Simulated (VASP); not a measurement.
VASP input:

KPOINTS:
```
Regular mesh
0
Gamma
  6 6 3
0 0 0
```

**INCAR**
```
# general
SYSTEM =PtSe2
PREC   =Accurate
ENCUT  =520   # plane-wave cut-off (eV)
LREAL  =.False.   # projection in real space or not
LASPH  =.True.

# electronic loop
EDIFF  =1E-6   # SCF stop (eV)
NELM   =100   # most electronic steps
ALGO   =Normal
LMAXMIX=6

# smearing
ISMEAR =0
SIGMA  =0.05

# functional
GGA    =RE   # revPBE

# ions
IBRION =2
NSW    =60   # most ionic steps
ISIF   =3
EDIFFG =-0.02   # ionic stop

# output
LWAVE  =.False.
LCHARG =.False.
```

POSCAR:
```
PtSe2
1
    1.8870297224    -3.2684316050    -0.0000000000
    1.8870297224     3.2684316050     0.0000000000
   -0.0000000000    -0.0000000000     8.1512764103
Pt Se
1 2
Direct
  0.0000000000   0.0000000000   0.0000000000
  0.3333330000   0.6666670000   0.1601593866
  0.6666670000   0.3333330000   0.8398406134
```

POTCAR, in this order: Pt Se (PBE.64 set). Program: vasp_std.

Q: Translate this revPBE calculation to Quantum ESPRESSO's pw.x.

A: One equivalent input (not run):
```
&CONTROL
  calculation = 'vc-relax'
  pseudo_dir = './pseudo'
  outdir = './out'
  tprnfor = .true.
  tstress = .true.
  nstep = 60
  forc_conv_thr = 0.00078
/
&SYSTEM
  ibrav = 0
  nat = 3
  ntyp = 2
  ecutwfc = 86
  occupations = 'smearing'
  smearing = 'gaussian'
  degauss = 0.003675
  input_dft = 'revpbe'
/
&ELECTRONS
  conv_thr = 7.3e-08
  electron_maxstep = 100
/
&IONS
/
&CELL
/
ATOMIC_SPECIES
  Pt 195.084 Pt.upf
  Se 78.971 Se.upf
CELL_PARAMETERS angstrom
     1.8870297   -3.2684316   -0.0000000
     1.8870297    3.2684316    0.0000000
    -0.0000000   -0.0000000    8.1512764
ATOMIC_POSITIONS crystal
  Pt   0.0000000  0.0000000  0.0000000
  Se   0.3333330  0.6666670  0.1601594
  Se   0.6666670  0.3333330  0.8398406
K_POINTS automatic
  6 6 3 0 0 0
```
Limits of the translation: the potentials are each code's own (VASP's PAW set, PseudoDojo norm-conserving files in pw.x), so ENCUT and ecutwfc are chosen apart and not converted; conv_thr bounds pw.x's estimated SCF error, while EDIFF bounds the energy change between steps; forc_conv_thr acts on force components and is met together with etot_conv_thr.

The compound is PtSe2 in the 1T layered structure. It was relaxed first, which changed the volume by +64 %. The start is the result of an earlier pass.
